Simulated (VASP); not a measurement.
Consider the following.

```xyz
2
Lattice="0.0000 2.8806 2.8806 2.8806 0.0000 2.8806 2.8806 2.8806 0.0000" Properties=species:S:1:pos:R:3 pbc="T T T"
Hg     0.0000     0.0000     0.0000
Te     1.4403     1.4403     1.4403
```

Calculation: PBE GGA, VASP's PBE PAW potentials (set 64) (plane waves; VASP 6.6.1). Numerical set-up: 500 eV cut-off, 8×8×8 Γ-centred mesh, Gaussian smearing of 0.050 eV, potentials Hg Te.

Unless said otherwise, spin-orbit coupling is left out, though it shifts the bands of the heavy elements here.

### Question
What does the run give for the energy per atom (σ→0), pressure, band gap (on the k-mesh) with the smallest direct gap where there is one?

### Answer

```yaml
band gap (on the k-mesh): 0.20 eV
smallest direct gap (on the k-mesh): 0.20 eV
energy per atom (σ→0): -62.5 kJ/mol of atoms
pressure: 450.4 kbar
```

Total energies compare only between runs with the same potentials, cut-off and functional.

The compound is HgTe in the zinc blende structure. It was relaxed first under an external pressure of 45 GPa.
